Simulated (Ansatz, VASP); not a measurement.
# Cross-check of HfTeS between VASP and Ansatz, part 2 of 2

Aim: how closely do two programs agree when they are given the same cell, functional and k mesh? The cell is taken from a series of runs on this material, whose earlier steps may have relaxed, scaled, displaced or heated it; both programs get it as it stands.

VASP 6.6.1 and Ansatz 0.2.0.

So far: Starting point; VASP: zone-centre phonons, PBEsol.

### Step 3. Ansatz: zone-centre phonons, PBEsol

Level of this step: Ansatz beside VASP: Kohn-Sham DFT, plane waves, PBEsol (Ansatz).

Ansatz runs on its default PAW (the set named soft_2) files.

The same cell, functional, mesh and smearing now go to Ansatz, which takes its cutoff from its data sets.

File input.yaml:

```yaml
crystal:
  lattice:
    - [3.7357621337, 0.0, 0.0]
    - [-1.8678810669, 3.2352649103, 0.0]
    - [0.0, 0.0, 30.0]
  atoms:
    - { symbol: Hf, position: [0.0, 0.0, 0.3389229713] }
    - { symbol: S, position: [0.3333333333, 0.6666666667, 0.3822301475] }
    - { symbol: Te, position: [0.6666666667, 0.3333333333, 0.2755135479] }
  periodic: [true, true, false]
kpoints:
  mp_grid: { grid: [18, 18, 1] }
hamiltonian:
  xc: pbesol
scf:
  occupations: { method: methfessel_paxton, width: 0.15 }
output:
  eigenvalues: true
phonons:
  method: dfpt
```

Command:

```console
$ ansatz run input.yaml --threads 8 --pin off --max-ram 14336MiB --backend cpu --events-out ev --progress --plain --runs-dir out
```

Numbers of over 12 decimals in the logs are rounded to 6 here.

What it wrote:

```text
Engine: ansatz 0.2.0, aarch64-unknown-linux-gnu
Pseudopotentials: kind: paw
Pseudopotential: Hf, paw, valence charge 26, recommended cutoff 420 eV (normal), Hf.paw.azcp
Pseudopotential: S, paw, valence charge 6, recommended cutoff 420 eV (normal), S.paw.azcp
Pseudopotential: Te, paw, valence charge 16, recommended cutoff 420 eV (normal), Te.paw.azcp
Functional definition: PBEsol
  exchange = pbesol_x
  correlation = pbesol_c
Crystal: 3 atoms, lattice volume = 362.585 Å³
Basis set: ecut = 420 eV, 7121 PW (Γ), exchange–correlation on 50×50×432 points (8 copies of the dense FFT grid, shifted against one another)
Bands: 29, of which v1, the nominal top of the filled ones, is band 24 counted from 1 (23 counted from 0)
Symmetry: 6 space group operations
k-points: 91 of 324 (irreducible under 2 space group operations, time reversal used)
Non-local potential: Hf, projectors of the file, l = 0: 3, l = 1: 2, l = 2: 2, l = 3: 3
Non-local potential: S, projectors of the file, l = 0: 2, l = 1: 2, l = 2: 2
Non-local potential: Te, projectors of the file, l = 0: 2, l = 1: 2, l = 2: 2, l = 3: 2
PAW form: soft (Blöchl's): semilocal exchange-correlation on the pseudo side does not see the compensation charge
PAW frozen core: Hf, regenerated for the run's functional, and the local potential with it (the file was generated under x = pbe(κ = 0.804, μ = 0.219515), c = pbe(β = 0.066725))
PAW frozen core: S, regenerated for the run's functional, and the local potential with it (the file was generated under x = pbe(κ = 0.804, μ = 0.219515), c = pbe(β = 0.066725))
PAW frozen core: Te, regenerated for the run's functional, and the local potential with it (the file was generated under x = pbe(κ = 0.804, μ = 0.219515), c = pbe(β = 0.066725))
PAW one-centre angular grid: Hf, 590 points (default); XC on 64 Gauss nodes
PAW one-centre angular grid: S, 110 points (default); XC on 64 Gauss nodes
PAW one-centre angular grid: Te, 590 points (default); XC on 64 Gauss nodes
Initial density: superposition of atomic densities (neutral atoms: chi_scale 0, normalization atom), corrected by the library's trained network
Initial wavefunctions: pseudopotential atomic-orbital guess
Functional: x = pbesol(κ = 0.804, μ = 0.123457), c = pbesol(β = 0.046)
SCF iter   1: F=—  HF=-23387.964849 eV  |F-HF|=—  |Δ(HF+E_count)|=         —  Δρ=2.96e-3  dr2=2.15e-1  ethr=1.77e-3  ⟨swp⟩=11.8  Hψ=17346  notcnv=0
preconditioner: auto → LDOS  [metal: Δε(μ)=0.006 eV  Ē_g=11.550 eV  σ=0.150 eV  W_gap=0.04  n_scr=24 (ndim 8)  ℏωp=10.7 eV  f_vac=0.770  D(μ)=0.71/eV (n_scr^D=4)  β→1.0]
SCF iter   2: F=—  HF=-23387.973690 eV  |F-HF|=—  |Δ(HF+E_count)|=   8.84e-3  S|Δr|=    0.00e0  Δρ=2.91e-3  dr2=3.12e-1  ethr=4.49e-4  ⟨swp⟩=3.6  Hψ=5732  notcnv=0  defer=30
SCF iter   3: F=—  HF=-23387.942092 eV  |F-HF|=—  |Δ(HF+E_count)|=   3.16e-2  S|Δr|=    0.00e0  Δρ=6.27e-4  dr2=2.56e-3  ethr=4.49e-4  ⟨swp⟩=2.7  Hψ=3707  notcnv=0  defer=30
SCF iter   4: F=—  HF=-23387.942092 eV  |F-HF|=—  |Δ(HF+E_count)|=   2.00e-8  S|Δr|=    0.00e0  Δρ=1.88e-4  dr2=1.85e-4  ethr=5.33e-6  ⟨swp⟩=3.1  Hψ=6315  notcnv=0  defer=29
SCF iter   5: F=—  HF=-23387.942134 eV  |F-HF|=—  |Δ(HF+E_count)|=   4.17e-5  S|Δr|=    0.00e0  Δρ=4.91e-5  dr2=1.12e-5  ethr=3.86e-7  ⟨swp⟩=3.2  Hψ=5324  notcnv=0  defer=29
SCF iter   6: F=—  HF=-23387.942141 eV  |F-HF|=—  |Δ(HF+E_count)|=   7.46e-6  S|Δr|=    0.00e0  Δρ=1.17e-5  dr2=5.17e-7  ethr=2.33e-8  ⟨swp⟩=3.1  Hψ=4981  notcnv=0  defer=29
SCF iter   7: F=—  HF=-23387.942228 eV  |F-HF|=—  |Δ(HF+E_count)|=   8.62e-5  S|Δr|=    0.00e0  Δρ=4.07e-6  dr2=3.39e-8  ethr=1.08e-9  ⟨swp⟩=3.3  Hψ=6256  notcnv=0  defer=29
SCF iter   8: F=—  HF=-23387.942228 eV  |F-HF|=—  |Δ(HF+E_count)|=   1.14e-7  S|Δr|=    0.00e0  Δρ=1.25e-6  dr2=5.05e-9  ethr=7.06e-11  ⟨swp⟩=2.9  Hψ=5597  notcnv=0  defer=29
SCF iter   9: F=—  HF=-23387.942228 eV  |F-HF|=—  |Δ(HF+E_count)|=   1.74e-8  S|Δr|=    0.00e0  Δρ=4.65e-7  dr2=3.75e-10  ethr=1.05e-11  ⟨swp⟩=3.1  Hψ=6016  notcnv=0  defer=29
SCF iter  10: F=—  HF=-23387.942228 eV  |F-HF|=—  |Δ(HF+E_count)|=   9.93e-9  S|Δr|=    0.00e0  Δρ=1.37e-7  dr2=6.06e-11  ethr=1.00e-12  ⟨swp⟩=3.5  Hψ=5655  notcnv=0  defer=29
SCF iter  11: F=—  HF=-23387.942228 eV  |F-HF|=—  |Δ(HF+E_count)|=   2.54e-9  S|Δr|=    0.00e0  Δρ=3.51e-8  dr2=1.84e-11  ethr=1.00e-12  ⟨swp⟩=16.5  Hψ=20064  notcnv=0
SCF iter  12: F=-23387.942228 eV  HF=-23387.942228 eV  |F-HF|=1.82e-11  |Δ(HF+E_count)|=  2.36e-10  S|Δr|=    0.00e0  Δρ=1.44e-8  dr2=1.24e-12  ethr=1.00e-12  ⟨swp⟩=8.1  Hψ=13983  notcnv=0
SCF 1 converged in 12 iterations: F = -23387.942228 eV  dr2 = 1.24e-12
  greatest PAW one-centre occupation: 0.998 electrons in one spin orbital (limit 2), on the Te atom at site 2 (counted from 0), in its partial waves of l = 2
DFPT response loops at Γ: preconditioner auto → none (partly filled bands, converged f_vac=0.769); β = 0.50; Broyden in place of MSR1
SCF converged after 12 iterations
Stability not checked: this state was not tested for a lower state beside it, because cold or Methfessel-Paxton smearing, or corrected tetrahedra, fill the levels in a way that the test cannot read (fill_not_monotonic; see scf.lower_state_search)
Free energy (F): -23387.942228 eV
Harris-Foulkes:  -23387.942228 eV  (|F-HF|=1.82e-11)
Internal energy: -23387.942850 eV  (E = F + TS)
E sigma→0 (E₀):  -23387.942383 eV
Entropy (-TS):   0.000622 eV (0.207 meV/atom)
Fermi energy:    -4.702640 eV
--- Per-component energies (eV) ---
  E_band       = -1173.718240
  E_kinetic    = 710.140178
  E_local      = -112906.457899  (includes V_loc(G=0)·N_el)
  E_nonlocal   = -1517.463755
  E_hartree    = 55980.494904
  E_xc         = -516.987884
  E_vxc        = -457.221387  (∫ρ·V_xc dr)
  E_paw        = -11975.479120  (= ΣΔE_a)
  E_vpaw       = 1036.294916  (= ΣTr[D̂ρ^β])
  E_aug_tail   = -0.000184  (compensation charges beyond the density's cutoff)
  E_ewald      = 46836.123054
  E_core_change = 1.687856  (= ΣΔE_core)
  E_smearing   = 0.000622  (= −TS)
  E_closure    = 0.000000  (closes the sum)
  Σ components = -23387.942228   (vs F -23387.942228, Δ=0.00e0)
--- Band table (eV; the first three rows and the last of 91) ---
  k-point 0: bands = [... 20 lower, -8.4444, -6.9008, -4.4165, -4.4165, -3.9248, -3.9248, -3.2618, -1.3257, ... 1 higher]
  k-point 1: bands = [... 20 lower, -8.4330, -6.8214, -4.8603, -4.6456, -3.8285, -3.6835, -3.1257, -1.2237, ... 1 higher]
  k-point 2: bands = [... 20 lower, -8.4025, -6.6676, -5.6055, -4.9845, -3.8775, -3.3146, -2.8960, -1.1705, ... 1 higher]
  k-point 90: bands = [... 20 lower, -8.6496, -8.0110, -7.3396, -6.8743, -3.7178, -2.8951, -2.0566, -0.9842, ... 1 higher]
--- Phonons (Γ-DFPT): 6 representative perturbations + reference, on 91 of 324 k-points (Σ response iterations 27) ---
  k mesh reduced under 2 symmetry operations, with k and −k counted as one. Each operation leaves every solved perturbation unchanged. A smaller set is not used because it would not reduce the number of displacements times k-points to solve
  ASR residual: 4.920e-5 → 0.000e0 eV/Å²; symmetrization residual: 1.452e-5 eV/Å²
  ASR residual per site (eV/Å²): 1.48e-5 1.33e-5 4.92e-5
  Γ frequencies (cm⁻¹): 0.00 0.00 0.00 89.33 89.33 178.88 227.79 227.79 292.26
  non-analytic LO–TO correction: not included (Born effective charges unavailable; polar crystals: no LO–TO splitting at Γ)
```

### Step 4. Differences

Known differences besides the potentials themselves: Ansatz cuts the interaction across the vacuum, VASP repeats the sheet without a dipole correction; the data sets hold 48 valence electrons in Ansatz (on its default PAW (the set named soft_2) files) and 22 in VASP; the cutoff is 420 eV in Ansatz and 500 eV in VASP; Ansatz makes its cores anew for this functional, VASP keeps those of its PBE data sets. Total energies have different zeros and are not compared.

Both answers:

```tsv
quantity	Ansatz	VASP	difference
optical mode 1 to 2 (cm⁻¹)	89.3	89.1	+0.31 %
optical mode 3 (cm⁻¹)	178.9	179.0	-0.06 %
optical mode 4 to 5 (cm⁻¹)	227.8	227.3	+0.23 %
optical mode 6 (cm⁻¹)	292.3	292.9	-0.22 %
```

Modes are paired by rising frequency, not by their patterns, so a pair may set unlike modes beside each other; they are those without the splitting of longitudinal modes. Where the cell holds vacuum, a pressure given here is an average over it and none of the material.

### Step 5. Results

| Item | Value |
| --- | --- |
| r.m.s. difference of the optical zone-centre modes, each program's sorted by frequency (zone-centre phonons, PBEsol) | 0.43 cm⁻¹ |

**Reading.** The r.m.s. difference of the optical zone-centre modes, each program's sorted by frequency is 0.43 cm⁻¹ (zone-centre phonons, PBEsol). The data sets hold unlike numbers of valence electrons (48 in Ansatz and 22 in VASP), so part of the differences may come from the potentials. How closely two codes agree says nothing of how well the functional describes the real material.

[Lines on the potential files, build, host, timing and source positions are cut from VASP's logs without a mark.]

[Logs are printed without paths, hosts, clocks, repeated set-up lines and the standing remarks that a program may print on its own settings, such as how far it seeks lower states.]

[Hosts, paths, dates, database ids (printed as entryN), source tags and the programs' standing remarks are cut or masked in the printed files.]
